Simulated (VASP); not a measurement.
## LiV3: relaxation of the atoms with LDA

Crystal: LiV3.

```
Li V
1.0
     3.73594    0.00000    0.00000
     0.00000    3.73594    0.00000
     0.00000    0.00000    3.73594
Li V
1 3
Cartesian
  0.0000 0.0000 0.0000
  1.8680 1.8680 0.0000
  1.8680 0.0000 1.8680
  0.0000 1.8680 1.8680
```

The cell was built by a generator and needn't be a form met in nature.

| Property | Result |
| --- | --- |
| Program | VASP 6.6.1 |
| Task | relaxation of the atoms |
| Functional | LDA |
| Potentials or basis | VASP PAW LDA potentials, release 64 (Li_sv, V_sv) |
| Cutoff | 520 eV |
| k mesh | 7 × 7 × 7 |
| Occupations | methfessel-paxton, width 0.1 eV |
| Spin | collinear spin, ferromagnetic start |
| Starting moments | [0.0, 2.0, 2.0, 2.0] μB |
| Further INCAR settings | ALGO = Normal; EDIFF = 1e-06; IBRION = 2; EDIFFG = -0.01; NSW = 40 |

* Band gap on the k mesh: none (metal or under the smearing width)
* Net moment: 1.04 μB per cell
* Site moments: Li +0.00; V +0.29 μB
* Valence electrons inside the program's atomic spheres: Li 2.21; V 11.62

Final structure:
```cif
data_structure
_symmetry_space_group_name_H-M 'P 1'
_symmetry_Int_Tables_number 1
_cell_length_a 3.7359
_cell_length_b 3.7359
_cell_length_c 3.7359
_cell_angle_alpha 90.000
_cell_angle_beta 90.000
_cell_angle_gamma 90.000
_cell_volume 52.14
loop_
_atom_site_label
_atom_site_type_symbol
_atom_site_fract_x
_atom_site_fract_y
_atom_site_fract_z
_atom_site_occupancy
Li1 Li 0.00000 0.00000 0.00000 1
V1 V 0.50000 0.50000 0.00000 1
V2 V 0.50000 0.00000 0.50000 1
V3 V 0.00000 0.50000 0.50000 1
```

Levels at points of the mesh, in eV from the Fermi level:
Spin up:
```
           k point  band 17  band 18  band 19  band 20  band 21  band 22  band 23  band 24  band 25  band 26
(0.00, 0.00, 0.00)    -2.03    -1.96    -1.96    -1.96     1.38     1.38     1.38     2.47     2.47     3.19
```
Spin down:
| k point | band 17 | band 18 | band 19 | band 20 | band 21 | band 22 | band 23 | band 24 |
| --- | --- | --- | --- | --- | --- | --- | --- | --- |
| (0.00, 0.00, 0.00) | -1.83 | -1.71 | -1.71 | -1.71 | 1.59 | 1.59 | 1.59 | 2.66 |

Wall time 22 s on 1 thread of Intel(R) Xeon(R) 6975P-C (Granite Rapids), with other jobs on the host, peak memory 0.17 GiB.

Caveat: the relaxation stopped at its first step, so nothing moved.
